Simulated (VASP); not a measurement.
An input for Ansatz (written as the equivalent of a VASP run, and not itself run):

Ansatz 0.2 input:
```yaml
crystal:
  lattice:
    - [1.5431790, -2.6728640, 0.0000000]
    - [1.5431790, 2.6728640, 0.0000000]
    - [0.0000000, 0.0000000, 3.2900780]
  atoms:
    - { symbol: Ti, position: [0.0045980, -0.0134910, -0.0099010] }
    - { symbol: B, position: [0.3583560, 0.6938410, 0.5171780] }
    - { symbol: B, position: [0.6370460, 0.3196500, 0.4927230] }
kpoints:
  mp_grid: { grid: [12, 12, 10] }
hamiltonian:
  xc: pbesol
  pseudopotentials: { kind: paw }
scf:
  occupations: { method: fermi_dirac, width: 0.05 }
  max_iter: 100
output: { forces: true, stress: true, eigenvalues: true }
```

**Question.** Translate this input to VASP (INCAR, KPOINTS, POSCAR, choice of POTCAR).

**Answer.** This is not unique; one that fits is 
File POSCAR:
```
TiB2
3.0863580
  0.5000000000  -0.8660252634   0.0000000000
  0.5000000000   0.8660252634   0.0000000000
  0.0000000000   0.0000000000   1.0660066007
Ti B
1 2
Cartesian
 -0.0044465000  -0.0156655310  -0.0105545314
  0.5260985000   0.2905384855   0.5513151617
  0.4783480000  -0.2748729545   0.5252459703
```

INCAR:
```
ALGO = Normal
EDIFF = 1E-6
ENCUT = 400
GGA = PS
ISIF = 2
ISMEAR = -1
LASPH = .TRUE.
LCHARG = .FALSE.
LMAXMIX = 4
LREAL = .FALSE.
LWAVE = .FALSE.
NELM = 100
PREC = Accurate
SIGMA = 0.05
SYSTEM = TiB2
```

**KPOINTS**
```
Automatic mesh
0
Gamma
12 12 10
0 0 0
```

POTCAR, in this order: Ti_sv B (PBE.64 set). Program: vasp_std.

The two are equivalent in intent, not identical: each code has its own PAW files, so the cut-off isn't converted (ENCUT is set for VASP's; basis.ecutwfc is left out, and Ansatz then takes the one that its files recommend); Ansatz stops its SCF on the density residual and VASP on the energy change (EDIFF).

The structure is a typed TiB2 crystal. The cell was not relaxed at this level, atoms are displaced from their ideal sites.
